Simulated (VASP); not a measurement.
Given:

```
CaO
1.0
    0.00000     2.43665     2.43665
    2.43665     0.00000     2.43665
    2.43665     2.43665     0.00000
Ca O
1 1
Direct
  0.00000   0.00000   0.00000
  0.50000   0.50000   0.50000
```

Computed with PBE GGA, VASP's PBE PAW potentials (set 64) (plane waves; VASP). Run with PREC = Normal, 500 eV cut-off, 4×4×4 Γ-centred mesh, Gaussian smearing of 0.010 eV, potentials Ca_sv_GW O_GW_new.

Q: Give the stress tensor in GPa (positive for a compressed cell).

A: 
```
-4.41   0.00   0.00
 0.00  -4.41   0.00
 0.00   0.00  -4.41
```
The pressure is its mean diagonal, -4.41 GPa.

The compound is CaO in the rock salt structure. This cell is one point of a volume scan, at 1.04 of the reference volume. The k-mesh is coarse (spacing up to 0.56 per Å, 2π included), so the numbers may not be converged in it.
